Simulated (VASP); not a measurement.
Output of a VASP run:

File OSZICAR:
```
       N       E                     dE             d eps       ncg     rms          rms(c)
DAV:   1     0.178528817723E+03    0.17853E+03   -0.13308E+04 21568   0.179E+03
DAV:   2    -0.177874705208E+02   -0.19632E+03   -0.18920E+03 21529   0.344E+02
DAV:   3    -0.271506609970E+02   -0.93632E+01   -0.89896E+01 23738   0.994E+01
DAV:   4    -0.273678169636E+02   -0.21716E+00   -0.21615E+00 25033   0.135E+01
DAV:   5    -0.273756615895E+02   -0.78446E-02   -0.78426E-02 25754   0.244E+00    0.194E+01
DAV:   6    -0.272511708445E+02    0.12449E+00   -0.55989E+01 24456   0.122E+02    0.171E+01
DAV:   7    -0.237260838016E+02    0.35251E+01   -0.16403E+01 23956   0.677E+01    0.406E+00
DAV:   8    -0.237268402802E+02   -0.75648E-03   -0.82519E-01 30631   0.148E+01    0.275E+00
DAV:   9    -0.237004748388E+02    0.26365E-01   -0.29597E-01 28271   0.185E+01    0.199E+00
DAV:  10    -0.236702354740E+02    0.30239E-01   -0.64180E-02 28753   0.842E+00    0.481E-01
DAV:  11    -0.236692298987E+02    0.10056E-02   -0.97857E-03 31565   0.155E+00    0.273E-01
DAV:  12    -0.236689427756E+02    0.28712E-03   -0.19876E-03 28555   0.152E+00    0.158E-01
DAV:  13    -0.236688453041E+02    0.97472E-04   -0.42784E-04 28605   0.643E-01    0.392E-02
DAV:  14    -0.236688394109E+02    0.58932E-05   -0.75220E-05 24566   0.121E-01    0.181E-02
DAV:  15    -0.236688344796E+02    0.49313E-05   -0.89190E-06 25339   0.551E-02    0.723E-03
DAV:  16    -0.236688342647E+02    0.21491E-06   -0.11593E-06 12517   0.165E-02
   1 F= -.23668834E+02 E0= -.23669139E+02  d E =0.913621E-03
```

**OUTCAR**
```
------------------------ aborting loop because EDIFF is reached ----------------------------------------
  FORCE on cell =-STRESS in cart. coord.  units (eV):
  Direction    XX          YY          ZZ          XY          YZ          ZX
  --------------------------------------------------------------------------------------
  Total       -0.5319847      0.3732636     -0.8277169     -0.0000003      0.0000019      0.0000026
  in kB      -19.6837310     13.8109605    -30.6259848     -0.0000104      0.0000720      0.0000949
  external PRESSURE =     -12.1662518 kB  Pullay stress =       0.0000000 kB
  volume of cell :       43.30
      direct lattice vectors                 reciprocal lattice vectors
     3.533222000  0.000000000  0.000000000     0.283027786  0.000000000  0.000000000
     0.000000000  3.446604000  0.000000000     0.000000000  0.290140672  0.000000000
     0.000000000  0.000000000  3.555822000     0.000000000  0.000000000  0.281228925
 POSITION                                       TOTAL-FORCE (eV/Angst)
 -----------------------------------------------------------------------------------
      0.00000      0.00000      0.00000         0.062430      0.000000     -0.000004
      0.00000      1.72330      1.77791         0.116813      0.000000     -0.000003
      1.76661      0.00000      1.77791        -0.011156      0.000000     -0.000004
      1.78745      1.72330      0.00000        -0.168087     -0.000000      0.000011
 -----------------------------------------------------------------------------------
    total drift:                               -0.000583      0.000000      0.000015
  FREE ENERGIE OF THE ION-ELECTRON SYSTEM (eV)
  ---------------------------------------------------
  free  energy   TOTEN  =       -23.6688342647 eV

  energy  without entropy=      -23.6697478861  energy(sigma->0) =      -23.66913881
```
(Selected blocks of OUTCAR.)

### POSCAR
```
Ni3Si
1
    3.5332220000     0.0000000000     0.0000000000
    0.0000000000     3.4466040000     0.0000000000
    0.0000000000     0.0000000000     3.5558220000
Si Ni
1 3
Direct
  0.0000000000   0.0000000000   0.0000000000
  0.0000000000   0.5000000000   0.5000000000
  0.5000000000   0.0000000000   0.5000000000
  0.5058990000   0.5000000000   0.0000000000
```

Problem. Write an INCAR and KPOINTS that could have produced this output.

Solution. This is not unique; one that fits is the input of the run itself, PBE GGA, plane waves, VASP's PBE PAW potentials (set 64).

KPOINTS:
```
Automatic mesh
0
Gamma
8 8 8
0 0 0
```

### INCAR
```
SYSTEM = Ni3Si
PREC = Accurate
ENCUT = 400
EDIFF = 1E-6
NELM = 100
ALGO = Normal
LREAL = .FALSE.
LASPH = .TRUE.
ISMEAR = 1
SIGMA = 0.1
GGA = PE
LMAXMIX = 4
LWAVE = .FALSE.
LCHARG = .FALSE.
ISIF = 2
ISYM = -1
```

POTCAR, in this order: Si Ni (PBE.64 set). Program: vasp_std.

The compound is Ni3Si in the L1_2 structure. The cell was not relaxed at this level, atoms are displaced from their ideal sites. The run is one of a series of settings (ISYM = -1 against the base run), some of them coarse on purpose. The run is not spin-polarised, so no magnetic state was tried.
